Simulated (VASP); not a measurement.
Data:

```
NiO
1.0
    2.54003     0.00000     0.00000
    0.00000     2.54003     0.00000
    0.00000     0.00000     2.54003
Ni O
1 1
Direct
  0.00000   0.00000   0.00000
  0.50000   0.50000   0.50000
```

These are PBEsol GGA, VASP's PBE PAW potentials (set 64) (plane waves; VASP 6.6.1) values and carry that method's errors. Settings: 520 eV cut-off, 16×16×16 Γ-centred mesh, tetrahedra with Blöchl corrections, potentials Ni O.

Question: Tabulate the total density of states (states/eV per cell) against energy (eV; zero at the valence-band maximum or, without a gap, the Fermi level).

Answer: 
(E (eV), DOS (states/eV)): (-9.98, 0.00); (-9.86, 0.00); (-9.62, 0.00); (-9.50, 0.00); (-9.26, 0.00); (-9.14, 0.00); (-8.90, 0.12); (-8.78, 0.17); (-8.66, 0.21); (-8.42, 0.30); (-8.30, 0.34); (-8.06, 0.42); (-7.94, 0.46); (-7.82, 0.51); (-7.58, 0.65); (-7.46, 0.73); (-7.22, 1.05); (-7.10, 1.84); (-6.86, 1.89); (-6.74, 1.40); (-6.62, 1.28); (-6.38, 1.20); (-6.26, 1.09); (-6.02, 1.09); (-5.90, 0.98); (-5.78, 0.96); (-5.54, 1.07); (-5.42, 0.94); (-5.18, 0.94); (-5.06, 0.97); (-4.82, 0.97); (-4.70, 0.99); (-4.58, 0.99); (-4.34, 1.18); (-4.22, 1.10); (-3.98, 1.25); (-3.86, 1.85); (-3.74, 2.18); (-3.50, 1.53); (-3.38, 1.13); (-3.14, 0.48); (-3.02, 0.38); (-2.78, 1.02); (-2.66, 1.61); (-2.54, 2.13); (-2.30, 2.30); (-2.18, 1.56); (-1.94, 0.98); (-1.82, 0.88); (-1.70, 0.91); (-1.46, 2.41); (-1.34, 6.08); (-1.10, 4.08); (-0.98, 3.90); (-0.74, 2.62); (-0.62, 2.54); (-0.50, 3.11); (-0.26, 4.33); (-0.14, 3.74); (0.10, 2.59); (0.22, 2.85); (0.34, 2.61); (0.58, 2.37); (0.70, 1.93); (0.94, 0.16); (1.06, 0.00); (1.30, 0.00); (1.42, 0.00); (1.54, 0.00); (1.78, 0.01); (1.90, 0.01); (2.14, 0.02); (2.26, 0.02); (2.38, 0.02); (2.62, 0.03); (2.74, 0.04); (2.98, 0.04); (3.10, 0.05); (3.34, 0.05); (3.46, 0.06)
Within 2 eV below the Fermi level the largest weight inside VASP's projection spheres is Ni d.

The structure was generated: NiO was put into the CsCl type type (Pm-3m), which need not be its known phase. It was relaxed first, which changed the volume by +9 %. The run is not spin-polarised, so no magnetic state was tried.
